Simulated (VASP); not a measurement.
All values below come from r2SCAN meta-GGA, VASP's PBE PAW potentials (set 64) (plane waves; VASP).

VASP input:

INCAR:
```
ALGO=Normal
EDIFF=1E-6
EDIFFG=-0.01
ENCUT=400
IBRION=2
ISIF=3
ISMEAR=1
LASPH=T
LCHARG=F
LMAXMIX=6
LMIXTAU=T
LREAL=F
LWAVE=F
METAGGA=R2SCAN
NELM=100
NSW=60
PREC=Accurate
SIGMA=0.1
SYSTEM=PtSb
```

POSCAR:
```
PtSb
1
   -0.0000000000     2.9733185436     2.9733185436
    2.9733185436    -0.0000000000     2.9733185436
    2.9733185436     2.9733185436    -0.0000000000
Pt Sb
1 1
Direct
  0.0000000000   0.0000000000   0.0000000000
  0.2500000000   0.2500000000   0.2500000000
```

KPOINTS:
```
Automatic mesh
0
Gamma
10 10 10
0 0 0
```

POTCAR, in this order: Pt Sb (PBE.64 set). Program: vasp_std.

What VASP printed:

### OUTCAR
```
 ion  position               nearest neighbor table
   1  0.000  0.000  0.000-   2 2.57   2 2.57   2 2.57   2 2.57
   2  0.250  0.250  0.250-   1 2.57   1 2.57   1 2.57   1 2.57
  LATTYP: Found a face centered cubic cell.
 ALAT       =     5.9466370872
 Subroutine PRICEL returns:
 Original cell was already a primitive cell.
 Subroutine GETGRP returns: Found 24 space group operations
The static configuration has the point symmetry T_d .
The dynamic configuration has the point symmetry T_d .
 Subroutine INISYM returns: Found 24 space group operations
 Subroutine IBZKPT returns following result:
 Found     47 irreducible k-points:

 Following reciprocal coordinates:
            Coordinates               Weight
  0.000000  0.000000  0.000000      1.000000
  0.100000  0.000000  0.000000      8.000000
  0.200000  0.000000  0.000000      8.000000
  0.300000  0.000000  0.000000      8.000000
  0.400000  0.000000  0.000000      8.000000
  0.500000  0.000000  0.000000      4.000000
  0.100000  0.100000  0.000000      6.000000
  0.200000  0.100000  0.000000     24.000000
  0.300000  0.100000  0.000000     24.000000
  0.400000  0.100000  0.000000     24.000000
  0.500000  0.100000  0.000000     24.000000
 -0.400000  0.100000  0.000000     24.000000
 -0.300000  0.100000  0.000000     24.000000
 -0.200000  0.100000  0.000000     24.000000
 -0.100000  0.100000  0.000000     12.000000
  0.200000  0.200000  0.000000      6.000000
  0.300000  0.200000  0.000000     24.000000
  0.400000  0.200000  0.000000     24.000000
  0.500000  0.200000  0.000000     24.000000
 -0.400000  0.200000  0.000000     24.000000
 -0.300000  0.200000  0.000000     24.000000
 -0.200000  0.200000  0.000000     12.000000
  0.300000  0.300000  0.000000      6.000000
  0.400000  0.300000  0.000000     24.000000
...
```

File OSZICAR:
```
       N       E                     dE             d eps       ncg     rms          rms(c)
DAV:   1    -0.445381990369E+01   -0.44538E+01   -0.52263E+03  1058   0.903E+02
DAV:   2    -0.787685037240E+02   -0.74315E+02   -0.68096E+02  1251   0.190E+02
DAV:   3    -0.815499311550E+02   -0.27814E+01   -0.27325E+01  1206   0.414E+01
DAV:   4    -0.815755865419E+02   -0.25655E-01   -0.25645E-01  1141   0.464E+00
DAV:   5    -0.815760054161E+02   -0.41887E-03   -0.41885E-03  1229   0.615E-01    0.721E+00
DAV:   6    -0.775181844104E+02    0.40578E+01   -0.27431E+00  1100   0.168E+01    0.373E+00
DAV:   7    -0.774624324349E+02    0.55752E-01   -0.39092E-01  1067   0.634E+00    0.263E+00
DAV:   8    -0.775426952400E+02   -0.80263E-01   -0.15145E-01  1080   0.295E+00    0.650E-01
DAV:   9    -0.775253365378E+02    0.17359E-01   -0.62379E-02  1066   0.221E+00    0.137E-01
DAV:  10    -0.775578669298E+02   -0.32530E-01   -0.18815E-02  1048   0.122E+00    0.590E-02
DAV:  11    -0.775579630145E+02   -0.96085E-04   -0.81435E-04  1206   0.268E-01    0.405E-02
DAV:  12    -0.775587788832E+02   -0.81587E-03   -0.52779E-04  1064   0.233E-01    0.209E-02
DAV:  13    -0.775588093684E+02   -0.30485E-04   -0.88540E-05  1070   0.123E-01    0.618E-03
DAV:  14    -0.775588312697E+02   -0.21901E-04   -0.40040E-05  1046   0.897E-02    0.279E-03
DAV:  15    -0.775588416439E+02   -0.10374E-04   -0.17327E-05  1049   0.583E-02    0.134E-03
DAV:  16    -0.775588487086E+02   -0.70647E-05   -0.25005E-06  1108   0.218E-02    0.928E-04
DAV:  17    -0.775588487936E+02   -0.85076E-07   -0.16314E-07   547   0.456E-03
   1 F= -.77558849E+02 E0= -.77558924E+02  d E =-.775588E+02
```

### OUTCAR
```
------------------------ aborting loop because EDIFF is reached ----------------------------------------
  FORCE on cell =-STRESS in cart. coord.  units (eV):
  Direction    XX          YY          ZZ          XY          YZ          ZX
  --------------------------------------------------------------------------------------
  Total       -0.0102742     -0.0102742     -0.0102742     -0.0000000      0.0000000      0.0000000
  in kB       -0.3131157     -0.3131157     -0.3131157     -0.0000000      0.0000000      0.0000000
  external PRESSURE =      -0.3131157 kB  Pullay stress =       0.0000000 kB
  volume of cell :       52.57
      direct lattice vectors                 reciprocal lattice vectors
     0.000000000  2.973318544  2.973318544    -0.168162271  0.168162271  0.168162271
     2.973318544  0.000000000  2.973318544     0.168162271 -0.168162271  0.168162271
     2.973318544  2.973318544  0.000000000     0.168162271  0.168162271 -0.168162271
 POSITION                                       TOTAL-FORCE (eV/Angst)
 -----------------------------------------------------------------------------------
      0.00000      0.00000      0.00000         0.000000      0.000000      0.000000
      1.48666      1.48666      1.48666        -0.000000     -0.000000     -0.000000
 -----------------------------------------------------------------------------------
    total drift:                               -0.000000     -0.000000     -0.000000
  FREE ENERGIE OF THE ION-ELECTRON SYSTEM (eV)
  ---------------------------------------------------
  free  energy   TOTEN  =       -77.5588487936 eV

  energy  without entropy=      -77.5590755821  energy(sigma->0) =      -77.55892439

 reached required accuracy - stopping structural energy minimisation
```
(Selected blocks of OUTCAR.)

OUTCAR:
```
 val. band max:        6.2440975607   @ k =   0.5000   0.4000   0.1000

 cond. band min:       6.2994973956   @ k =  -0.3000   0.4000   0.2000


 Fermi energy:         6.2750006823

 k-point     1 :       0.0000    0.0000    0.0000
  band No.  band energies     occupation
      1      -5.4579      2.00000
      2       1.4108      2.00000
      3       1.4108      2.00000
      4       1.4108      2.00000
      5       3.0680      2.00000
      6       3.0680      2.00000
      7      10.1576      0.00000
      8      10.5912      0.00000
      9      10.5912      0.00000
     10      10.5912      0.00000
     11      12.6007      0.00000

 k-point     2 :       0.1000    0.0000    0.0000
  band No.  band energies     occupation
      1      -5.3546      2.00000
      2       1.3500      2.00000
      3       1.4479      2.00000
      4       1.4479      2.00000
      5       3.0557      2.00000
      6       3.0557      2.00000
      7       8.9559      0.00000
      8      10.2456      0.00000
      9      10.2456      0.00000
     10      10.8139      0.00000
     11      12.9111      0.00000

 k-point     3 :       0.2000    0.0000    0.0000
  band No.  band energies     occupation
      1      -5.0651      2.00000
      2       1.2097      2.00000
      3       1.5391      2.00000
      4       1.5391      2.00000
      5       3.0406      2.00000
      6       3.0406      2.00000
      7       7.0949     -0.00000
      8       9.5710      0.00000
      9       9.5710      0.00000
     10      10.7924      0.00000
     11      13.5224      0.00000

 k-point     4 :       0.3000    0.0000    0.0000
  band No.  band energies     occupation
      1      -4.6596      2.00000
      2       1.0848      2.00000
      3       1.6337      2.00000
      4       1.6337      2.00000
      5       3.0667      2.00000
      6       3.0667      2.00000
      7       5.3481      2.00000
      8       8.8956      0.00000
      9       8.8956      0.00000
...
```

Unless said otherwise, spin-orbit coupling is left out, though it shifts the bands of the heavy elements here.

The structure was generated: PtSb was put into the zinc blende type (F-43m), which need not be its known phase. It was relaxed first, which changed the volume by -18 %. The start is the result of an earlier pass. The electron count is odd and the run is not spin-polarised, which forces a metal.
